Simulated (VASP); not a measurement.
Input:

```yaml
crystal:
  lattice:
    - [1.55118, -2.68673, 0.00000]
    - [1.55118, 2.68673, 0.00000]
    - [0.00000, 0.00000, 4.96981]
  atoms:
    - { symbol: Al, position: [0.66667, 0.33333, 0.50010] }
    - { symbol: Al, position: [0.33333, 0.66667, 0.00010] }
    - { symbol: N, position: [0.66667, 0.33333, 0.88190] }
    - { symbol: N, position: [0.33333, 0.66667, 0.38190] }
```

All values below come from MS2 meta-GGA, VASP's PBE PAW potentials (set 64) (plane waves; VASP 6.6.1). Settings: 520 eV cut-off, 9×9×5 Γ-centred mesh, tetrahedra with Blöchl corrections, potentials Al N.

The cores are frozen, which limits the accuracy of field gradients.

Problem. Give the principal components of the electric field gradient (V/Å²) and the asymmetry η at each nucleus.

Solution. 
| atom | Vxx | Vyy | Vzz | η |
|---|---|---|---|---|
| Al1 | -2.5 | -2.5 | 5.0 | 0.00 |
| Al2 | -2.5 | -2.5 | 5.0 | 0.00 |
| N3 | -0.1 | -0.1 | 0.3 | - |
| N4 | -0.1 | -0.1 | 0.3 | - |

The compound is AlN in the wurtzite structure. It was relaxed first.
